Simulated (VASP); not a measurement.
# Relaxed cell of Al: a test of cutoff and mesh, part 2 of 2

Aim: test the relaxed volume of Al against cutoff and mesh. The starting structure is a measured crystal structure from the Crystallography Open Database. The first relaxation on each setting starts from this cell expanded by 3 % in volume.

VASP 6.6.1.

Results so far: reference 16.19 Å³ an atom; a cutoff of 240 eV 16.19 Å³ an atom; a 10×10×10 mesh 16.12 Å³ an atom.

## (5) Relaxation with a cutoff of 600 eV

Level of this step: PBEsol; plane waves and PAW (Al) (VASP).

Against step 2 the input has ENCUT = 600. This run starts from the cell of an earlier relaxation, which isn't shown; the restart sets up the plane waves anew.

INCAR

```
SYSTEM = Al
PREC = Accurate
ENCUT = 600
EDIFF = 1E-06
NELM = 100
ISMEAR = 1
SIGMA = 0.15
LREAL = .FALSE.
ALGO = Normal
GGA = PS
NBANDS = 7
LORBIT = 11
LWAVE = .FALSE.
LCHARG = .FALSE.
KPAR = 4
IBRION = 2
NSW = 50
ISIF = 3
EDIFFG = -0.004
```

POSCAR

```
Al
1.0
    0.0000000000      2.0080298676      2.0080298676
    2.0080298676      0.0000000000      2.0080298676
    2.0080298676      2.0080298676      0.0000000000
Al
1
Direct
    0.0000000000      0.0000000000      0.0000000000
```

KPOINTS

```
Automatic mesh
0
Gamma
18 18 18
0 0 0
```

PAW data sets: Al (PBE family, release 64).

Run with:

```bash
$ mpirun -np 4 vasp_std
```

Output:

```text
[... set-up lines as in an earlier step ...]
 entering main loop
       N       E                     dE             d eps       ncg     rms          rms(c)
DAV:   1    -0.220142837559E+01   -0.22014E+01   -0.90698E+02  2737   0.264E+02
DAV:   2    -0.410725498651E+01   -0.19058E+01   -0.18329E+01  3598   0.242E+01
DAV:   3    -0.411836895328E+01   -0.11114E-01   -0.11102E-01  3857   0.215E+00
DAV:   4    -0.411839332524E+01   -0.24372E-04   -0.24371E-04  4011   0.874E-02
DAV:   5    -0.411839334897E+01   -0.23736E-07   -0.22956E-07  3892   0.200E-03    0.143E+00
DAV:   6    -0.410123521637E+01    0.17158E-01   -0.21087E-03  3549   0.220E-01    0.810E-01
DAV:   7    -0.408964941539E+01    0.11586E-01   -0.57763E-03  3479   0.352E-01    0.171E-01
DAV:   8    -0.408963425246E+01    0.15163E-04   -0.22645E-05  4193   0.370E-02    0.115E-02
DAV:   9    -0.408963348842E+01    0.76404E-06   -0.35399E-07  3759   0.306E-03
   1 F= -.40896335E+01 E0= -.40892613E+01  d E =-.408963E+01
[...]
reached required accuracy - stopping structural energy minimisation
```

It took 6.4 s on 4 MPI ranks of AMD EPYC 7R43, shared host; peak memory 0.45 GiB.

From OUTCAR (step 5):

```text
  Total        0.0005221      0.0005221      0.0005221     -0.0000000      0.0000000     -0.0000000
  in kB        0.0516606      0.0516606      0.0516606     -0.0000000      0.0000000     -0.0000000
  external PRESSURE =       0.0516606 kB  Pullay stress =       0.0000000 kB

 POSITION                                       TOTAL-FORCE (eV/Angst)
 -----------------------------------------------------------------------------------
      0.00000      0.00000      0.00000         0.000000      0.000000      0.000000
 -----------------------------------------------------------------------------------
    total drift:                                0.000000      0.000000     -0.000000

  FREE ENERGIE OF THE ION-ELECTRON SYSTEM (eV)
  ---------------------------------------------------
  free  energy   TOTEN  =        -4.0896334884 eV

  energy  without entropy=       -4.0885167792  energy(sigma->0) =       -4.08926125

[... 2 parts as in an earlier step ...]

[... 2 further parts left out ...]
[key lines of the parts left out:]
E-fermi :   8.1373
```

With a cutoff of 600 eV the cell ends at 16.193 Å³ an atom, +0.01 % from the reference; the bulk modulus is 80.8 GPa against 80.8 GPa.

## (6) Relaxation with a 26×26×26 mesh

Against step 2 the input has a 26×26×26 mesh. This run starts from the cell of an earlier relaxation, which isn't shown; the restart sets up the plane waves anew.

INCAR: that of step 5 with these lines changed.

```diff
@@ -2,3 +2,3 @@
 PREC = Accurate
-ENCUT = 600
+ENCUT = 450
 EDIFF = 1E-06
```

POSCAR

```
Al
1.0
    0.0000000000      2.0079200265      2.0079200265
    2.0079200265      0.0000000000      2.0079200265
    2.0079200265      2.0079200265      0.0000000000
Al
1
Direct
    0.0000000000      0.0000000000      0.0000000000
```

KPOINTS

```
Automatic mesh
0
Gamma
26 26 26
0 0 0
```

Run with:

```bash
$ mpirun -np 4 vasp_std
```

Output:

```text
[... set-up lines as in an earlier step ...]
 entering main loop
       N       E                     dE             d eps       ncg     rms          rms(c)
DAV:   1    -0.279698780733E+01   -0.27970E+01   -0.79317E+02  7385   0.202E+02
DAV:   2    -0.411372982246E+01   -0.13167E+01   -0.12724E+01  9646   0.199E+01
DAV:   3    -0.412210094377E+01   -0.83711E-02   -0.83657E-02  9688   0.174E+00
DAV:   4    -0.412212106537E+01   -0.20122E-04   -0.20121E-04 11109   0.695E-02
DAV:   5    -0.412212109034E+01   -0.24965E-07   -0.26010E-07  9709   0.158E-03    0.143E+00
DAV:   6    -0.410496905364E+01    0.17152E-01   -0.21039E-03  9527   0.218E-01    0.811E-01
DAV:   7    -0.409337337449E+01    0.11596E-01   -0.57744E-03  8967   0.348E-01    0.171E-01
DAV:   8    -0.409335821103E+01    0.15163E-04   -0.22507E-05 10920   0.360E-02    0.110E-02
DAV:   9    -0.409335749464E+01    0.71639E-06   -0.34162E-07  9723   0.296E-03
   1 F= -.40933575E+01 E0= -.40933034E+01  d E =-.409336E+01
[...]
reached required accuracy - stopping structural energy minimisation
```

The job ended after 8.8 s (4 MPI ranks; peak memory 0.48 GiB).

OUTCAR, selected parts (step 6):

```text
  Total        0.0004174      0.0004174      0.0004174      0.0000000      0.0000000     -0.0000000
  in kB        0.0413072      0.0413072      0.0413072      0.0000000      0.0000000     -0.0000000
  external PRESSURE =       0.0413072 kB  Pullay stress =       0.0000000 kB

 POSITION                                       TOTAL-FORCE (eV/Angst)
 -----------------------------------------------------------------------------------
      0.00000      0.00000      0.00000        -0.000000     -0.000000      0.000000
 -----------------------------------------------------------------------------------
    total drift:                               -0.000000     -0.000000     -0.000000

  FREE ENERGIE OF THE ION-ELECTRON SYSTEM (eV)
  ---------------------------------------------------
  free  energy   TOTEN  =        -4.0933574946 eV

  energy  without entropy=       -4.0931950899  energy(sigma->0) =       -4.09330336

[... 1 part as in an earlier step ...]

[... 3 further parts left out ...]
[key lines of the parts left out:]
E-fermi :   8.1586
```

With a 26×26×26 mesh the cell ends at 16.191 Å³ an atom, -0.01 % from the reference; the bulk modulus is 82.5 GPa against 80.8 GPa.

## (7) Comparison

```tsv
run	volume (Å³/atom)	change (%)	bulk modulus (GPa)	pressure left (GPa)	core minutes
reference	16.192	-	80.8	0.0	1.41
a cutoff of 240 eV	16.195	0.02	80.8	0.03	0.44
a 10×10×10 mesh	16.125	-0.42	75.9	0.02	0.293
a cutoff of 600 eV	16.193	0.01	80.8	0.01	1.2
a 26×26×26 mesh	16.191	-0.01	82.5	0.0	1.71
```

Core minutes are wall time times ranks, summed over the relaxations behind a row (those for a bulk modulus apart), on shared hosts.

## (8) What came out

* volume of the reference: 16.19 Å³/atom
* volume against the reference, a cutoff of 240 eV: +0.02 %
* volume against the reference, a 10×10×10 mesh: -0.42 %
* volume against the reference, a cutoff of 600 eV: +0.01 %
* volume against the reference, a 26×26×26 mesh: -0.01 %

The volume moves most with a 10×10×10 mesh: -0.42 % against the reference (450 eV, 18×18×18 mesh). On finer settings it changes by +0.01 % with a cutoff of 600 eV and -0.01 % with a 26×26×26 mesh. The relaxations stop with up to 0.03 GPa left, which at the bulk modulus found here is 0.03 % of the volume. The bulk modulus is more sensitive: it changes by -6.0 % with a 10×10×10 mesh. Further runs on this material are not shown.

[Lines on the potential files, build, host, timing and source positions are cut from VASP's logs without a mark.]

[Logs are printed without paths, hosts, clocks, repeated set-up lines and the standing remarks that a program may print on its own settings, such as how far it seeks lower states.]

[Hosts, paths, dates, database ids (printed as entryN), source tags and the programs' standing remarks are cut or masked in the printed files.]
